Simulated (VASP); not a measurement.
Ni₃Si (L1_2): computed properties

Computed with PBEsol GGA, VASP's PBE PAW potentials (set 64) (plane waves; VASP).

| Item | Result |
|---|---|
| space group | Pm-3m (221) |
| cell | a = b = c = 3.4591 Å, α = β = γ = 90.00° |
| volume per atom | 10.35 Å³/atom |
| band gap (over mesh and band path) | none (metal, semimetal or under 0.01 eV) |
| Hill bulk modulus | 2400 kbar |
| Hill shear modulus | 118 GPa |
| Poisson's ratio | 0.289 |
| density | 8.19 g/cm³ |
| optical Γ-point spectrum | 210 (×3), 239 (×3), 338 (×3) cm⁻¹ |
| C11 | 354 GPa |
| C12 | 183 GPa |
| C44 | 147 GPa |

```xyz
4
Lattice="3.4591 0.0000 0.0000 0.0000 3.4591 0.0000 0.0000 0.0000 3.4591" Properties=species:S:1:pos:R:3 pbc="T T T"
Si     0.0000     0.0000     0.0000
Ni     0.0000     1.7296     1.7296
Ni     1.7296     0.0000     1.7296
Ni     1.7296     1.7296     0.0000
```

Measured: a 3.510 Å (computed value off by -1.4 %), as given by Metallic Nickel Silicides: Experiments and Theory for NiSi and First Principles Calculations for Other Phases, …. The calculation is for a static lattice, while the measured a holds thermal and zero-point effects, which are part of the difference. Finite-difference elastic constants of metals are sensitive to mesh and smearing; shear constants can be off by tens of GPa.

The compound is Ni3Si in the L1_2 structure. It was relaxed first. Symmetry was kept, so distortions that lower it aren't found. The run is not spin-polarised, so no magnetic state was tried.
